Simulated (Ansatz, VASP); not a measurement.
# Two plane-wave programs on Zn3C

Contents of INCAR:

```
PREC = Accurate
ENCUT = 520
EDIFF = 1E-6
ISMEAR = 0
SIGMA = 0.1
LREAL = False
LASPH = True
NELM = 100
ALGO = Normal
ISIF = 2
LWAVE = False
LCHARG = False
GGA = PE
NBANDS = 28
```

The input KPOINTS:

```
regular mesh
0
Gamma
  4 4 4
```

The input POSCAR:

```
Zn3C
1.0
    3.9019876300      0.0000000000      0.0000000000
    0.0000000000      3.9019876300      0.0000000000
    0.0000000000      0.0000000000      3.9019876300
Zn C
3 1
Direct
    0.0000000000      0.5000000000      0.5000000000
    0.5000000000      0.5000000000      0.0000000000
    0.5000000000      0.0000000000      0.5000000000
    0.0000000000      0.0000000000      0.0000000000
```

Input for Ansatz:

```yaml
crystal:
  lattice:
    - [3.90198763, 0.0, 0.0]
    - [0.0, 3.90198763, 0.0]
    - [0.0, 0.0, 3.90198763]
  atoms:
    - { symbol: Zn, position: [0.0, 0.5, 0.5] }
    - { symbol: Zn, position: [0.5, 0.5, 0.0] }
    - { symbol: Zn, position: [0.5, 0.0, 0.5] }
    - { symbol: C, position: [0.0, 0.0, 0.0] }
basis:
  ecutwfc: 420
kpoints:
  mp_grid: { grid: [4, 4, 4] }
hamiltonian:
  xc: pbe
scf:
  occupations: { method: gaussian, width: 0.1 }
  lower_state_search: "off"
output:
  forces: true
  stress: true
  eigenvalues: true
```

Change from the starting cell: species swapped into the HoAl3 type (Pm-3m, No. 221).

Alike in both runs: task single point; functional PBE; k mesh 4 × 4 × 4; occupations gaussian, width 0.1 eV; no spin polarisation.

```csv
,VASP,Ansatz
version,VASP 6.6.1,Ansatz 0.2.0
potentials or method,"VASP PAW PBE potentials, release 64 (Zn, C)","scalar-relativistic, plane waves, PAW"
plane-wave cutoff (eV),520,420
valence electrons in the cell,40,40
```

|  | VASP | Ansatz | Ansatz less VASP |
| --- | --- | --- | --- |
| gap on the k mesh at the Fermi level (eV) | none | none | - |
| pressure (GPa) | -9.0 | -9.3 | -0.30 |

A gap of «none» marks a metal or a gap that the smearing closes. The functional is the same, so the differences come from potentials, cutoffs and numerics.

Caveats: the k mesh is coarse (spacing up to 0.40 Å⁻¹), so the values aren't converged.
